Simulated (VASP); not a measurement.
ZrN (rock salt): computed properties

Level of theory: LDA (Ceperley-Alder, Perdew-Zunger), VASP's LDA PAW potentials (set 64) (plane waves; VASP).

For ZrN, the space group is Fm-3m (225), the cell is a = b = c = 4.5284 Å, α = β = γ = 90.00° and the volume per atom comes out as 11.61 Å^3/atom. The band gap (over mesh and band path) is none (metal, semimetal or under 0.01 eV), the band gap with spin-orbit coupling comes out as none (metallic) and the density comes out as 7.53 g/cm³.

Space group Fm-3m (No. 225); a = 4.5284 Å, b = 4.5284 Å, c = 4.5284 Å, α = 90.00°, β = 90.00°, γ = 90.00°

| atom | site | symmetry | x | y | z |
|---|---|---|---|---|---|
| Zr | 4a | m-3m | 0.0000 | 0.0000 | 0.0000 |
| N | 4b | m-3m | 0.5000 | 0.5000 | 0.5000 |
(The calculation used a cell of 2 atoms; values per cell refer to that cell.)

The compound is ZrN in the rock salt structure. It was relaxed first. Symmetry was kept, so distortions that lower it aren't found. The electron count is odd and the run is not spin-polarised, which forces a metal.
